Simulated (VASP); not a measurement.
Runs of VASP 6.6.1 on Ge. The structure is cubic, space group Fd-3m (No. 227). The conventional cell has a = 5.658 Å, b = 5.658 Å, c = 5.658 Å, α = 90.00°, β = 90.00°, γ = 90.00°. Around Ge (site symmetry -43m) lie 4 Ge at 2.45 Å. 

```tsv
level	potentials or basis	spin	k mesh	grid for exact exchange (PRECFOCK)	screening parameter	gap on the mesh (eV)	pressure (GPa)
PBEsol	VASP PAW PBE potentials, release 64 (Ge_d)	off	9 × 9 × 9	-	-	none	0.5
PBEsol	VASP PAW PBE potentials, release 64 (Ge_d)	SOC, no magnetisation	9 × 9 × 9	-	-	-	0.5
HSE06	VASP PAW PBE potentials, release 64 (Ge_d)	off	5 × 5 × 5	Fast	0.2 1/A	(b)	1.0
r2SCAN	VASP PAW PBE potentials, release 64 (Ge_d)	off	9 × 9 × 9	-	-	0.40	0.7
LDA	VASP PAW LDA potentials, release 64 (Ge_d)	off	9 × 9 × 9	-	-	none	(a)
```

Alike in all rows: task single point; cell as given; cutoff (eV) 520; smearing fermi-dirac 0.05 eV.

Task: Estimate the missing entries.

Result: (a) -1.2; (b) 0.93.

Caveats: the PAW data sets were made with another functional, which shifts forces and pressure a little (some runs); this crystal is a semiconductor, whose small gap the functional closes, so the metal is an error of the method (some runs); an odd mesh through Γ misses points on the zone boundary, where band edges often lie (some runs).

A k mesh can miss the band edges, and rows without SOC leave out spin-orbit coupling on Ge.

A gap of «none» marks a metal or a gap under the smearing width.

Runs at the PBE level aren't shown here.
